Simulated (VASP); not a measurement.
These are AM05 GGA, VASP's PBE PAW potentials (set 64) (plane waves; VASP) values and carry that method's errors.

Input for VASP

File POSCAR:
```
ZnSe
1
    0.0000000000     2.8001339528     2.8001339528
    2.8001339528     0.0000000000     2.8001339528
    2.8001339528     2.8001339528     0.0000000000
Zn Se
1 1
Direct
  0.0000000000   0.0000000000   0.0000000000
  0.2500000000   0.2500000000   0.2500000000
```

KPOINTS:
```
Automatic mesh
0
Gamma
8 8 8
0 0 0
```

**INCAR**
```
! general
SYSTEM =ZnSe
PREC   =Accurate
ENCUT  =520
LREAL  =.FALSE.
LASPH  =.TRUE.

! electronic loop
EDIFF  =1E-7
NELM   =100
ALGO   =Normal
LMAXMIX=4

! smearing
ISMEAR =0
SIGMA  =0.05

! functional
GGA    =AM

! ions
ISIF   =2

! output
LWAVE  =.FALSE.
LCHARG =.FALSE.
```

POTCAR, in this order: Zn Se (PBE.64 set). Program: vasp_std.

Output of the run:

OSZICAR:
```
       N       E                     dE             d eps       ncg     rms          rms(c)
DAV:   1     0.883108424289E+02    0.88311E+02   -0.90958E+03   754   0.160E+03
DAV:   2    -0.672375546656E+00   -0.88983E+02   -0.85296E+02   789   0.281E+02
DAV:   3    -0.654283238346E+01   -0.58705E+01   -0.58422E+01   904   0.716E+01
DAV:   4    -0.660296788570E+01   -0.60136E-01   -0.60118E-01   824   0.772E+00
DAV:   5    -0.660328596780E+01   -0.31808E-03   -0.31808E-03   909   0.540E-01    0.525E+00
DAV:   6    -0.632373345834E+01    0.27955E+00   -0.76424E-01  1028   0.323E+01    0.396E+00
DAV:   7    -0.630549552034E+01    0.18238E-01   -0.21683E-01   809   0.481E+00    0.167E+00
DAV:   8    -0.630472293103E+01    0.77259E-03   -0.46036E-03   906   0.716E-01    0.482E-01
DAV:   9    -0.630494653996E+01   -0.22361E-03   -0.12109E-03   847   0.350E-01    0.690E-02
DAV:  10    -0.630507724506E+01   -0.13071E-03   -0.25121E-04   842   0.171E-01    0.217E-02
DAV:  11    -0.630508938317E+01   -0.12138E-04   -0.47715E-05   867   0.789E-02    0.720E-03
DAV:  12    -0.630509054672E+01   -0.11635E-05   -0.93382E-06   869   0.216E-02    0.412E-03
DAV:  13    -0.630509103123E+01   -0.48452E-06   -0.12962E-06   809   0.108E-02    0.120E-03
DAV:  14    -0.630509109093E+01   -0.59698E-07   -0.70881E-08   668   0.452E-03
   1 F= -.63050911E+01 E0= -.63050911E+01  d E =-.463830E-16
```

File OUTCAR:
```
------------------------ aborting loop because EDIFF is reached ----------------------------------------
  FORCE on cell =-STRESS in cart. coord.  units (eV):
  Direction    XX          YY          ZZ          XY          YZ          ZX
  --------------------------------------------------------------------------------------
  Total        0.5451090      0.5451090      0.5451090     -0.0000000     -0.0000000      0.0000000
  in kB       19.8896660     19.8896660     19.8896660     -0.0000000     -0.0000000      0.0000000
  external PRESSURE =      19.8896660 kB  Pullay stress =       0.0000000 kB
  volume of cell :       43.91
      direct lattice vectors                 reciprocal lattice vectors
     0.000000000  2.800133953  2.800133953    -0.178562886  0.178562886  0.178562886
     2.800133953  0.000000000  2.800133953     0.178562886 -0.178562886  0.178562886
     2.800133953  2.800133953  0.000000000     0.178562886  0.178562886 -0.178562886
  FREE ENERGIE OF THE ION-ELECTRON SYSTEM (eV)
  ---------------------------------------------------
  free  energy   TOTEN  =        -6.3050910909 eV

  energy  without entropy=       -6.3050910909  energy(sigma->0) =       -6.30509109
```
(Selected blocks of OUTCAR.)

The compound is ZnSe in the zinc blende structure. This cell is one point of a volume scan, at 0.97 of the reference volume.
